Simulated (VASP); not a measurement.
# GaP: optical spectrum with LDA

**Measured values to compare with.**

From “Stacking defects in GaP nanowires: Electronic structure and optical properties”, 2018, arxiv:1810.01194, for a bulk crystal of GaP at 10 K: band gap 2.34 eV (indirect).

The system is GaP.

```
CELL_PARAMETERS angstrom
0.00000 2.69672 2.69672
2.69672 0.00000 2.69672
2.69672 2.69672 0.00000
ATOMIC_POSITIONS crystal
Ga 0.00000 0.00000 0.00000
P 0.25000 0.25000 0.25000
```

```
Program                : VASP 6.6.1
Task                   : optical spectrum
Functional             : LDA
Potentials or basis    : VASP PAW LDA potentials, release 64 (Ga_d, P)
Cutoff                 : 520 eV
k mesh                 : 14 × 14 × 14
Occupations            : gaussian, width 0.02 eV
Spin                   : no spin polarisation
Further INCAR settings : ALGO = Normal; EDIFF = 1e-07; NBANDS = 33
```

The pressure is 0.0 GPa and the band gap on the k mesh is 1.39 eV, indirect (least direct gap 1.90 eV).

Levels at points of the mesh, in eV from the valence-band top:
```
           k point  band 5  band 6  band 7  band 8  band 9  band 10  band 11  band 12  band 13  band 14
(0.00, 0.00, 0.00)  -14.65  -12.75    0.00    0.00    0.00     1.90     3.78     3.78     3.78     8.64
(0.50, 0.00, 0.00)  -14.65  -10.56   -6.89   -1.18   -1.18     1.61     4.62     4.62     8.11    10.88
(0.50, 0.50, 0.00)  -14.63   -9.60   -6.99   -2.82   -2.82     1.43     1.65    10.69    10.69    11.26
```

Dielectric function (mean over the directions given):
| energy (eV) | real part | imaginary part |
| --- | --- | --- |
| 0.30 | 11.37 | 0.04 |
| 0.89 | 11.85 | 0.13 |
| 1.59 | 13.37 | 0.37 |
| 2.28 | 17.31 | 1.86 |
| 2.98 | 17.13 | 9.11 |
| 3.67 | 17.65 | 12.92 |
| 4.27 | 13.41 | 25.45 |
| 4.97 | -6.42 | 25.93 |
| 5.66 | -5.11 | 10.99 |
| 6.36 | -5.24 | 11.49 |
| 7.05 | -4.87 | 3.99 |
| 7.75 | -3.90 | 3.13 |
| 8.34 | -3.26 | 2.79 |
| 9.04 | -3.02 | 2.17 |
| 9.73 | -2.44 | 1.57 |
| 10.43 | -1.96 | 1.17 |
| 11.12 | -1.66 | 0.83 |
| 11.82 | -1.30 | 0.61 |
| 12.41 | -1.05 | 0.62 |
| 13.11 | -0.76 | 0.48 |
| 13.80 | -0.60 | 0.38 |
| 14.50 | -0.42 | 0.31 |
| 15.19 | -0.31 | 0.27 |
| 15.89 | -0.12 | 0.20 |
| 16.49 | 0.02 | 0.23 |
| 17.18 | 0.14 | 0.25 |
| 17.88 | 0.12 | 0.22 |
| 18.57 | 0.27 | 0.21 |
| 19.27 | 0.21 | 0.25 |
| 19.96 | 0.31 | 0.22 |

Run time: 96 s on 1 thread of Intel(R) Xeon(R) Platinum 8488C (Sapphire Rapids) (shared host), peak memory 0.31 GiB.

A measured gap of GaP is 2.34 eV (indirect; 10 K; quoted in “Stacking defects in GaP nanowires: Electronic structure and optical properties”, 2018, arxiv:1810.01194); the calculated 1.39 eV misses it by -0.95 eV. Spin-orbit coupling on Ga is left out. The value is that of LDA on a finite k mesh, which can miss the band edges, without temperature or zero-point motion. Semilocal functionals fall short of measured gaps as a rule.

Caveat: independent-particle spectra lack excitons.
